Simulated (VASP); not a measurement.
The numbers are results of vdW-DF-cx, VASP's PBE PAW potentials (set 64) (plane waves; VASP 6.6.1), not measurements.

A VASP calculation is set up with these files.

### KPOINTS
```
Automatic mesh
0
Gamma
19 19 19
0 0 0
```

### INCAR
```
AGGAC = 0.0
ALGO = Normal
EDIFF = 1E-7
ENCUT = 520
GGA = CX
ISIF = 2
ISMEAR = -5
LASPH = T
LCHARG = T
LMAXMIX = 4
LORBIT = 11
LREAL = F
LUSE_VDW = T
LWAVE = F
NEDOS = 601
NELM = 100
PREC = Accurate
SYSTEM = V
```

POSCAR:
```
V
1
   -1.4802688729     1.4802688729     1.4802688729
    1.4802688729    -1.4802688729     1.4802688729
    1.4802688729     1.4802688729    -1.4802688729
V
1
Direct
  0.0000000000   0.0000000000   0.0000000000
```

POTCAR, in this order: V_sv (PBE.64 set). Program: vasp_std.

Output of the run:

OUTCAR:
```
 ion  position               nearest neighbor table
   1  0.000  0.000  0.000-
  LATTYP: Found a body centered cubic cell.
 ALAT       =     2.9605377458
 Subroutine PRICEL returns:
 Original cell was already a primitive cell.
 Subroutine GETGRP returns: Found 48 space group operations
The static configuration has the point symmetry O_h .
The dynamic configuration has the point symmetry O_h .
 Subroutine INISYM returns: Found 48 space group operations
 Subroutine IBZKPT returns following result:
 Found    220 irreducible k-points:

 Following reciprocal coordinates:
            Coordinates               Weight
  0.000000  0.000000  0.000000      1.000000
  0.052632  0.000000  0.000000     12.000000
  0.105263  0.000000  0.000000     12.000000
  0.157895  0.000000  0.000000     12.000000
  0.210526  0.000000  0.000000     12.000000
  0.263158  0.000000  0.000000     12.000000
  0.315789  0.000000  0.000000     12.000000
  0.368421  0.000000  0.000000     12.000000
  0.421053  0.000000  0.000000     12.000000
  0.473684  0.000000  0.000000     12.000000
  0.052632  0.052632  0.000000     24.000000
  0.105263  0.052632  0.000000     48.000000
  0.157895  0.052632  0.000000     48.000000
  0.210526  0.052632  0.000000     48.000000
  0.263158  0.052632  0.000000     48.000000
  0.315789  0.052632  0.000000     48.000000
  0.368421  0.052632  0.000000     48.000000
  0.421053  0.052632  0.000000     48.000000
  0.473684  0.052632  0.000000     24.000000
  0.105263  0.105263  0.000000     24.000000
  0.157895  0.105263  0.000000     48.000000
  0.210526  0.105263  0.000000     48.000000
  0.263158  0.105263  0.000000     48.000000
  0.315789  0.105263  0.000000     48.000000
  0.368421  0.105263  0.000000     48.000000
...
```

File OSZICAR:
```
       N       E                     dE             d eps       ncg     rms          rms(c)
DAV:   1     0.867442409831E+02    0.86744E+02   -0.72626E+03  4400   0.142E+03
DAV:   2    -0.616598845929E+01   -0.92910E+02   -0.90966E+02  4510   0.366E+02
DAV:   3    -0.759325835411E+01   -0.14273E+01   -0.14080E+01  4598   0.534E+01
DAV:   4    -0.760242973664E+01   -0.91714E-02   -0.91725E-02  4474   0.446E+00
DAV:   5    -0.760253220520E+01   -0.10247E-03   -0.10247E-03  4576   0.472E-01    0.199E+01
DAV:   6    -0.624923604193E+01    0.13533E+01   -0.53294E+00  4422   0.351E+01    0.218E+00
DAV:   7    -0.622930069356E+01    0.19935E-01   -0.24975E-02  4434   0.224E+00    0.107E+00
DAV:   8    -0.622129604943E+01    0.80046E-02   -0.66878E-03  4426   0.143E+00    0.531E-02
DAV:   9    -0.622133019723E+01   -0.34148E-04   -0.77546E-05  4460   0.152E-01    0.310E-02
DAV:  10    -0.622134190414E+01   -0.11707E-04   -0.10573E-05  4416   0.404E-02    0.283E-03
DAV:  11    -0.622134182002E+01    0.84117E-07   -0.24924E-07  4244   0.771E-03
   1 F= -.62213418E+01 E0= -.62213418E+01  d E =0.000000E+00
```

### OUTCAR
```
------------------------ aborting loop because EDIFF is reached ----------------------------------------
  FORCE on cell =-STRESS in cart. coord.  units (eV):
  Direction    XX          YY          ZZ          XY          YZ          ZX
  --------------------------------------------------------------------------------------
  Total        0.0104897      0.0104897      0.0104897      0.0000000      0.0000000     -0.0000000
  in kB        1.2953624      1.2953624      1.2953624      0.0000000      0.0000000     -0.0000000
  external PRESSURE =       1.2953624 kB  Pullay stress =       0.0000000 kB
  volume of cell :       12.97
      direct lattice vectors                 reciprocal lattice vectors
    -1.480268873  1.480268873  1.480268873     0.000000000  0.337776474  0.337776474
     1.480268873 -1.480268873  1.480268873     0.337776474  0.000000000  0.337776474
     1.480268873  1.480268873 -1.480268873     0.337776474  0.337776474  0.000000000
 POSITION                                       TOTAL-FORCE (eV/Angst)
 -----------------------------------------------------------------------------------
      0.00000      0.00000      0.00000        -0.000000      0.000000     -0.000000
 -----------------------------------------------------------------------------------
    total drift:                               -0.000000     -0.000000      0.000000
  FREE ENERGIE OF THE ION-ELECTRON SYSTEM (eV)
  ---------------------------------------------------
  free  energy   TOTEN  =        -6.2213418200 eV

  energy  without entropy=       -6.2213418200  energy(sigma->0) =       -6.22134182

 total charge

# of ion       s       p       d       tot
------------------------------------------
    1        2.355   6.234   3.143  11.732
```
(Selected blocks of OUTCAR.)

For a metal the tetrahedron method with Blöchl corrections gives inexact stress and forces.

The compound is V in the bcc structure. It was relaxed first, which changed the volume by -7 %. The run is not spin-polarised, so no magnetic state was tried.
